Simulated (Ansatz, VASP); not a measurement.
# Cross-check of Ge2MoN4 (MoGe2N4 monolayer) between VASP and Ansatz

One calculation is typed for both programs; each brings its own data sets. How far apart do they land? The structure shown is the start of the Ansatz relaxation below; VASP solves that cell, so the two are compared at the walk's first step.

Main program and level: Ansatz 0.2.0; plane waves, with VASP 6.6.1 beside it; single point at r2SCAN with D4.

### Step 1. The structure

The cell holds 7 atoms: 4 N, 2 Ge and 1 Mo. Cell: a = 3.020 Å, b = 3.020 Å, c = 45.209 Å, α = 90.0°, β = 90.0°, γ = 120.0°. Vacuum lies along c.

Structure file:

```cif
data_structure
_symmetry_space_group_name_H-M 'P 1'
_symmetry_Int_Tables_number 1
_cell_length_a 3.0200
_cell_length_b 3.0200
_cell_length_c 45.2091
_cell_angle_alpha 90.000
_cell_angle_beta 90.000
_cell_angle_gamma 120.000
_cell_volume 357.08
loop_
_atom_site_label
_atom_site_type_symbol
_atom_site_fract_x
_atom_site_fract_y
_atom_site_fract_z
_atom_site_occupancy
N1 N 0.00000 0.00000 0.42138 1
N2 N 0.33333 0.66667 0.47508 1
N3 N 0.33333 0.66667 0.52492 1
N4 N 0.00000 0.00000 0.57862 1
Ge5 Ge 0.33333 0.66667 0.43438 1
Ge6 Ge 0.33333 0.66667 0.56562 1
Mo7 Mo 0.00000 0.00000 0.50000 1
```

### Step 2. Ansatz: relaxation, r2SCAN with D4

Ansatz runs on its default PAW (the set named soft_2) files.

The two programs are compared at the cell with which this relaxation starts, whose forces are those of its first step.

File input.yaml:

```yaml
crystal:
  lattice:
    - [3.02, 0.0, 0.0]
    - [-1.51, 2.6153967194, 0.0]
    - [0.0, 0.0, 45.209096681]
  atoms:
    - { symbol: "N", position: [0.0, 0.0, 0.4213753735] }
    - { symbol: Ge, position: [0.3333333333, 0.6666666667, 0.4343763881] }
    - { symbol: "N", position: [0.3333333333, 0.6666666667, 0.4750761617] }
    - { symbol: Mo, position: [0.0, 0.0, 0.5] }
    - { symbol: "N", position: [0.3333333333, 0.6666666667, 0.5249238383] }
    - { symbol: Ge, position: [0.3333333333, 0.6666666667, 0.5656236119] }
    - { symbol: "N", position: [0.0, 0.0, 0.5786246265] }
  periodic: [true, true, false]
kpoints:
  mp_grid: { grid: [12, 12, 1] }
hamiltonian:
  xc: r2scan
  dispersion: d4
scf:
  occupations: { method: fermi_dirac, width: 0.05 }
  convergence: { dr2_threshold: 1.0e-09 }
relax:
  f_tol: 0.004
  max_steps: 90
  cell: {}
output:
  write_potential: true
  write_density: true
  volumetric_format: npy
```

The run is started by

```bash
$ ansatz run input.yaml --threads 8 --pin off --max-ram 12288MiB --backend cpu --events-out ev --progress --plain --runs-dir out
```

Numbers of over 12 decimals in the logs are rounded to 6 here.

The program printed:

```text
Warning: relax.cell: scf.convergence.dr2_threshold = 1e-9 eV is looser than the 2.39135404493e-10 eV advised for a relaxation that steers and ends on the stress (1e-10 eV for each atom of the cell: 7, times the square of relax.cell.stress_2d_tol = 0.05 N/m over 17.1 Å (the atoms' height at the walk's start and 5 Å past either face), 2.922e-2 GPa, over a crystal's default 0.05). What an SCF threshold leaves in a stress goes as its square root, and in the free energy as the threshold itself, and one threshold admits the most on a small cell: [figures from the program's tests cut] Set scf.convergence.dr2_threshold to 2.39135404493e-10 eV or tighter. [rest of the remark cut]
Engine: ansatz 0.2.0, x86_64-unknown-linux-gnu
Pseudopotentials: kind: paw
Pseudopotential: N, paw, valence charge 5, recommended cutoff 500 eV (meta_gga), N.paw.azcp
Pseudopotential: Ge, paw, valence charge 14, recommended cutoff 500 eV (meta_gga), Ge.paw.azcp
Pseudopotential: Mo, paw, valence charge 14, recommended cutoff 500 eV (meta_gga), Mo.paw.azcp
Functional definition: r2SCAN
  parameter k0 = 0.174
  parameter k1 = 0.065
  parameter a1 = 4.9479
  exchange = r2scan_x(k0 = k0, k1 = k1, a1 = a1)
  correlation = r2scan_c
Crystal: 7 atoms, lattice volume = 357.084 Å³
Basis set: ecut = 500 eV, 9201 PW (Γ), exchange–correlation on 96×96×1440 points (64 copies of the dense FFT grid, shifted against one another)
Bands: 38, of which v1, the nominal top of the filled ones, is band 31 counted from 1 (30 counted from 0)
Symmetry: 12 space group operations
Space group: P-6m2 (ITA 187), of the structure as read, at distance tolerance 7.1e-5 Å
k-points: 19 of 144 (time reversal used)
Non-local potential: N, projectors of the file, l = 0: 2, l = 1: 2, l = 2: 1
Non-local potential: Ge, projectors of the file, l = 0: 2, l = 1: 2, l = 2: 3, l = 3: 1
Non-local potential: Mo, projectors of the file, l = 0: 3, l = 1: 2, l = 2: 2, l = 3: 1
PAW form: soft (Blöchl's): semilocal exchange-correlation on the pseudo side does not see the compensation charge
PAW frozen core: N, regenerated for the run's functional (the file was generated under x = pbe(κ = 0.804, μ = 0.219515), c = pbe(β = 0.066725))
PAW frozen core: Ge, regenerated for the run's functional (the file was generated under x = pbe(κ = 0.804, μ = 0.219515), c = pbe(β = 0.066725))
PAW frozen core: Mo, regenerated for the run's functional (the file was generated under x = pbe(κ = 0.804, μ = 0.219515), c = pbe(β = 0.066725))
PAW one-centre angular grid: N, 302 points (default); XC on 160 Gauss nodes
PAW one-centre angular grid: Ge, 590 points (default); XC on 160 Gauss nodes
PAW one-centre angular grid: Mo, 590 points (default); XC on 160 Gauss nodes
Initial density: superposition of atomic densities (neutral atoms: chi_scale 0, normalization atom), corrected by the library's trained network
Initial wavefunctions: pseudopotential atomic-orbital guess
Functional: x = r2scan, c = r2scan; τ floored in thin density (d = 2e-4 eV/Å³)
SCF iter   1: F=—  HF=-15115.339750 eV  |F-HF|=—  |Δ(HF+E_count)|=         —  Δρ=6.45e-3  dr2=1.83e-1  dr2_τ=5.25e-1  ethr=1.77e-3  ⟨swp⟩=13.7  Hψ=5014  notcnv=0  defer=4
preconditioner: auto → Resta (q_TF=auto, 2.038 Å⁻¹)  ε∞=1.6  [insulator: Δε(μ)=0.636 eV  Ē_g=18.932 eV  σ=0.050 eV  W_gap=1.00  n_scr=28 (ndim 8)  ℏωp=14.4 eV  f_vac=0.771  D(μ)=0.00/eV (n_scr^D=0)  ε∞_Penn≈1.6  vacuum switching on, ρ_ref=2.6e-2 e/Å³]
SCF iter   2: F=—  HF=-15115.455246 eV  |F-HF|=—  |Δ(HF+E_count)|=   1.15e-1  Δρ=4.64e-3  dr2=1.19e-1  dr2_τ=1.88e-2  ethr=2.95e-4  ⟨swp⟩=4.8  Hψ=2034  notcnv=0  defer=33
SCF iter   3: F=—  HF=-15115.436383 eV  |F-HF|=—  |Δ(HF+E_count)|=   1.89e-2  Δρ=2.15e-3  dr2=8.17e-3  dr2_τ=6.58e-4  ethr=1.92e-4  ⟨swp⟩=3.8  Hψ=1385  notcnv=0  defer=33
SCF iter   4: F=—  HF=-15115.439106 eV  |F-HF|=—  |Δ(HF+E_count)|=   2.72e-3  Δρ=7.81e-4  dr2=1.50e-3  dr2_τ=1.86e-4  ethr=1.32e-5  ⟨swp⟩=3.8  Hψ=1998  notcnv=0  defer=32
SCF iter   5: F=—  HF=-15115.438832 eV  |F-HF|=—  |Δ(HF+E_count)|=   2.74e-4  Δρ=1.77e-4  dr2=9.11e-5  dr2_τ=1.30e-5  ethr=2.42e-6  ⟨swp⟩=3.0  Hψ=1456  notcnv=0  defer=32
SCF iter   6: F=—  HF=-15115.438817 eV  |F-HF|=—  |Δ(HF+E_count)|=   1.51e-5  Δρ=9.72e-5  dr2=3.99e-5  dr2_τ=5.13e-6  ethr=1.47e-7  ⟨swp⟩=4.1  Hψ=1739  notcnv=0  defer=32
[...]
SCF 6 converged in 6 iterations: F = -15115.699173 eV  dr2 = 3.81e-10
  greatest PAW one-centre occupation: 0.998 electrons in one spin orbital (limit 2), on the Ge atom at site 1 (counted from 0), in its partial waves of l = 2
relax step   6: F+E_penalty+E_count = -15115.69917331 eV  Δ(F+E_penalty+E_count) = -7.643e-6 eV  max|allowed force component| = 3.214e-3 eV/Å  Δτ_max = 0.0007 Å  P = +0.006 N/m  Ω = 348.853 Å³  energy of the carried Pulay correction = +1.001e-3 eV  fix = [c, alpha, beta]  reactions: c +0.000 N/m  (6 SCF iters, accepted)
Initial wavefunctions: pseudopotential atomic-orbital guess (no wavefunctions were taken with the density)
iter 1 solved again at ethr=1.82e-7 eV; its pass at ethr=3.10e-3 eV (dr2=1.13e-4 eV) is discarded
SCF iter   1: F=—  HF=-15115.698308 eV  |F-HF|=—  |Δ(HF+E_count)|=         —  Δρ=2.74e-5  dr2=2.90e-7  dr2_τ=1.83e-6  ethr=1.82e-7  ⟨swp⟩=7.1  Hψ=8922  notcnv=0
SCF iter   2: F=—  HF=-15115.698201 eV  |F-HF|=—  |Δ(HF+E_count)|=   1.07e-4  Δρ=1.40e-5  dr2=9.80e-8  dr2_τ=7.70e-8  ethr=4.68e-10  ⟨swp⟩=4.5  Hψ=2246  notcnv=0
SCF iter   3: F=—  HF=-15115.698201 eV  |F-HF|=—  |Δ(HF+E_count)|=   2.09e-7  Δρ=4.29e-6  dr2=1.60e-7  dr2_τ=1.02e-8  ethr=1.58e-10  ⟨swp⟩=2.9  Hψ=1486  notcnv=0
SCF iter   4: F=—  HF=-15115.698201 eV  |F-HF|=—  |Δ(HF+E_count)|=   2.10e-8  Δρ=1.72e-6  dr2=4.78e-9  dr2_τ=1.39e-9  ethr=1.58e-10  ⟨swp⟩=3.1  Hψ=1246  notcnv=0
SCF iter   5: F=-15115.698201 eV  HF=-15115.698201 eV  |F-HF|=7.86e-10  |Δ(HF+E_count)|=   2.96e-9  Δρ=3.76e-7  dr2=3.66e-10  dr2_τ=6.27e-11  ethr=1.61e-12  ⟨swp⟩=16.6  Hψ=7487  notcnv=0
SCF 7 converged in 5 iterations: F = -15115.698201 eV  dr2 = 3.66e-10
relax step   7: F+E_penalty+E_count = -15115.69820109 eV  Δ(F+E_penalty+E_count) = +9.722e-4 eV  max|allowed force component| = 3.179e-3 eV/Å  Δτ_max = 0.0000 Å  P = +0.003 N/m  Ω = 348.853 Å³  fix = [c, alpha, beta]  reactions: c +0.000 N/m  stress off target by 2.83e-3 N/m on what of the cell is left free  SCF on the basis re-selected at this cell (its energy is not comparable with the rows above)  (5 SCF iters)
basis re-selected at this cell: Δ(F+E_penalty+E_count) = +9.722e-4 eV, ΔP = -0.003 N/m vs the last step (what re-selecting the basis moved, of the pressure what is left beyond the Pulay correction that the steps carried, after the strain that the cell walked since its last selection, with what the two solves' SCF thresholds leave and, on support functions, any second-order correction that the steps lacked; it is no m [...]
WARN: The output density's exchange-correlation potential varies sharply where the density is thin. Do not read a vacuum level from v_tot or v_xc, or from such a field of the output density. On a cell that repeats whose density bears no net charge and no dipole along the vacuum's axis use v_es (v_loc + v_h of the components); under efield.dipole_correction with no amplitude use v_es + v_field, which holds any externa [...]
SCF converged after 5 iterations
Free energy (F): -15115.698201 eV
Harris-Foulkes:  -15115.698201 eV  (|F-HF|=7.86e-10)
Internal energy: -15115.698201 eV  (E = F + TS)
E sigma→0 (E₀):  -15115.698201 eV
Entropy (-TS):   -0.000000 eV (-0.000 meV/atom)
Fermi energy:    -5.016427 eV
--- Per-component energies (eV) ---
  E_band       = -1483.622213
  E_kinetic    = 1190.031594
  E_local      = -379151.006774  (includes V_loc(G=0)·N_el)
  E_nonlocal   = 1172.041548
  E_hartree    = 188439.820750
  E_xc         = -555.844499
  E_vxc        = -730.995521  (∫ρ·V_xc dr)
  E_paw        = -7808.769642  (= ΣΔE_a)
  E_vpaw       = -887.324731  (= ΣTr[D̂ρ^β])
  E_aug_tail   = 0.000121  (compensation charges beyond the density's cutoff)
  E_vtau       = 43.993331  (kinetic-family band-sum trace: ∫τ·v_τ [+ j·A + Jᵃ·Aᵃ] dr)
  E_ewald      = 181601.279652
  E_disp       = -0.739958  (pairwise vdW)
  E_core_change = -2.510994  (= ΣΔE_core)
  E_smearing   = -0.000000  (= −TS)
  E_closure    = -0.000000  (closes the sum)
  Σ components = -15115.698201   (vs F -15115.698201, Δ=0.00e0)
--- Forces (eV/Å), atoms counted from 1 ---
  atom   1  N      0.00000000    -0.00000000     0.00281016
  atom   2  Ge    -0.00000000     0.00000000    -0.00086513
  atom   3  N      0.00000000    -0.00000000    -0.00317909
  atom   4  Mo     0.00000000    -0.00000000     0.00000000
  atom   5  N      0.00000000    -0.00000000     0.00317909
  atom   6  Ge     0.00000000     0.00000000     0.00086513
  atom   7  N     -0.00000000    -0.00000000    -0.00281016
  max |Σ_I F_I| component: 8.14e-16 eV/Å
--- 2D stress c σ (N/m, compression-positive) ---
        0.002830       0.000000       0.000000
        0.000000       0.002830       0.000000
        0.000000       0.000000       0.000000
  P = ½ c Tr σ = 0.0028 N/m
--- Band table (eV; the first three rows and the last of 19) ---
  k-point 0: bands = [... 27 lower, -8.3662, -8.3662, -7.7025, -5.7326, -2.9435, -2.8936, -2.6264, -2.6264, ... 3 higher]
  k-point 1: bands = [... 27 lower, -8.6085, -8.4935, -7.5531, -5.7205, -3.2223, -2.9659, -2.6689, -2.4021, ... 3 higher]
  k-point 2: bands = [... 27 lower, -8.8452, -8.8195, -7.5966, -6.0705, -3.2932, -2.9551, -2.7758, -1.9221, ... 3 higher]
  k-point 18: bands = [... 27 lower, -9.6179, -8.1731, -7.5608, -6.3197, -4.3736, -2.0941, -1.7742, -1.2593, ... 3 higher]
  the weakly bound empty levels are not read free of the cell's end (no_gap_told)
--- Relaxed structure (6 steps of the walk, 6 accepted, 1 SCFs on fresh bases) ---
  F+E_penalty+E_count = -15115.69820109 eV   max|allowed force component| = 3.179e-3 eV/Å   (the final SCF, on the basis selected at the relaxed cell)
  cell:  # Å, volume = 348.8525 Å³
    - [2.984989, 0, 0.0]
    - [-1.492494, 2.585076, 0.0]
    - [0.0, 0.0, 45.209096681]
  atoms:
    - { symbol: N, position: [1.057355261855499e-17, -5.1357255561990634e-17, 0.418485] }
    - { symbol: Ge, position: [0.333333, 0.666667, 0.431963] }
    - { symbol: N, position: [0.333333, 0.666667, 0.473106] }
    - { symbol: Mo, position: [1.0573552618554975e-17, -5.135725556199065e-17, 0.500000] }
    - { symbol: N, position: [0.333333, 0.666667, 0.526894] }
    - { symbol: Ge, position: [0.333333, 0.666667, 0.568037] }
    - { symbol: N, position: [1.057355261855499e-17, -5.1357255561990634e-17, 0.581515] }
```

(Continued in part 2 of 2.)

[Lines on the potential files, build, host, timing and source positions are cut from VASP's logs without a mark.]

[Logs are printed without paths, hosts, clocks, repeated set-up lines and the standing remarks that a program may print on its own settings, such as how far it seeks lower states.]

[Hosts, paths, dates, database ids (printed as entryN), source tags and the programs' standing remarks are cut or masked in the printed files.]
